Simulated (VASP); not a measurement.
Input for VASP

**KPOINTS**
```
Automatic mesh
0
Gamma
12 12 12
0 0 0
```

INCAR:
```
SYSTEM = BN
ISIF = 2
PREC = Accurate
EDIFF = 1E-7   # SCF stop (eV)
ENCUT = 520   # plane-wave cut-off (eV)
GGA = PE   # PBE
NELM = 100
LASPH = .TRUE.   # aspherical one-centre terms
LREAL = .FALSE.   # projection in real space or not
ALGO = Normal
LWAVE = .FALSE.
ISMEAR = 0   # Gaussian
SIGMA = 0.05   # width (eV)
LCHARG = .FALSE.
```

File POSCAR:
```
BN
2.6138490
  0.0000000000   0.7071067018   0.7071067018
  0.7071067018   0.0000000000   0.7071067018
  0.7071067018   0.7071067018   0.0000000000
B N
1 1
direct
  0.0000000000   0.0000000000   0.0000000000
  0.2500000000   0.2500000000   0.2500000000
```

POTCAR, in this order: B N (PBE.64 set). Program: vasp_std.

**Question.** Write an equivalent input for Quantum ESPRESSO's pw.x.

**Answer.** One equivalent input (not run):
```
&CONTROL
  calculation = 'scf'
  pseudo_dir = './pseudo'
  outdir = './out'
  tprnfor = .true.
  tstress = .true.
/
&SYSTEM
  ibrav = 0
  nat = 2
  ntyp = 2
  ecutwfc = 84
  occupations = 'smearing'
  smearing = 'gaussian'
  degauss = 0.003675
  input_dft = 'pbe'
/
&ELECTRONS
  conv_thr = 7.3e-09
  electron_maxstep = 100
/
ATOMIC_SPECIES
  B 10.810 B.upf
  N 14.007 N.upf
CELL_PARAMETERS angstrom
     0.0000000    1.8482701    1.8482701
     1.8482701    0.0000000    1.8482701
     1.8482701    1.8482701    0.0000000
ATOMIC_POSITIONS crystal
  B    0.0000000  0.0000000  0.0000000
  N    0.2500000  0.2500000  0.2500000
K_POINTS automatic
  12 12 12 0 0 0
```
What does not carry over: the potentials are each code's own (VASP's PAW set, PseudoDojo norm-conserving files in pw.x), so ENCUT and ecutwfc are chosen apart and not converted; conv_thr bounds pw.x's estimated SCF error, while EDIFF bounds the energy change between steps.

The compound is BN in the zinc blende structure. This cell is one point of a volume scan, at 1.06 of the reference volume.
